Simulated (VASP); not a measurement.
Here is the system:

```xyz
3
Lattice="0.0000 2.9550 2.9550 2.9550 0.0000 2.9550 2.9550 2.9550 0.0000" Properties=species:S:1:pos:R:3 pbc="T T T"
Al     1.4775     1.4775     1.4775
Al     4.4325     4.4325     4.4325
Pt     0.0000     0.0000     0.0000
```

Computed with PBE GGA, VASP's PBE PAW potentials (set 64) (plane waves; VASP). Numerical set-up: 400 eV cut-off, 8×8×8 Γ-centred mesh, first-order Methfessel-Paxton smearing of 0.10 eV, potentials Al Pt.

Question: Give the stress tensor in GPa (positive for a compressed cell).

Answer: 
```
2.29  0.00  0.00
0.00  2.29  0.00
0.00  0.00  2.29
```
The pressure is its mean diagonal, 2.29 GPa.

The compound is PtAl2 in the fluorite structure. The cell was not relaxed at this level.
